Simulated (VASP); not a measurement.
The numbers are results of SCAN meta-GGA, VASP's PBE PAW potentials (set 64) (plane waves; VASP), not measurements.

The input files of a VASP run:

**KPOINTS**
```
K-points
0
gamma
 1 1 1
0 0 0
```

**POSCAR**
```
B atom
26.0
  0.4615384615   0.0000000000   0.0000000000
  0.0000000000   0.4807692308   0.0000000000
  0.0000000000   0.0000000000   0.5000000000
B
1
Direct
  0.0000000000   0.0000000000   0.0000000000
```

INCAR:
```
! general
SYSTEM  = B atom
PREC    = Normal
ENCUT   = 520   ! plane-wave cut-off (eV)
LREAL   = .FALSE.   ! projection in real space or not
LASPH   = .TRUE.   ! aspherical one-centre terms
ISYM    = 0

! electronic loop
EDIFF   = 1E-6   ! SCF stop (eV)
NELM    = 200
ALGO    = All
LMIXTAU = .TRUE.

! smearing
ISMEAR  = 0
SIGMA   = 0.01   ! width (eV)

! functional
METAGGA = SCAN

! spin
ISPIN   = 2   ! spin-polarised
MAGMOM  = 1
NUPDOWN = 1

! output
LWAVE   = .FALSE.
LCHARG  = .FALSE.
LORBIT  = 10
```

POTCAR, in this order: B (PBE.64 set). Program: vasp_gam. Read from the step before: WAVECAR.

What will the output report for the number of irreducible k-points (NKPTS), largest plane-wave count, FFT grid (NGX, NGY, NGZ)?

```yaml
number of irreducible k-points (NKPTS): 1
largest_plane_wave_count: 26244
FFT grid (NGX, NGY, NGZ): 70 × 70 × 80
```

The cell is a free atom in a box.
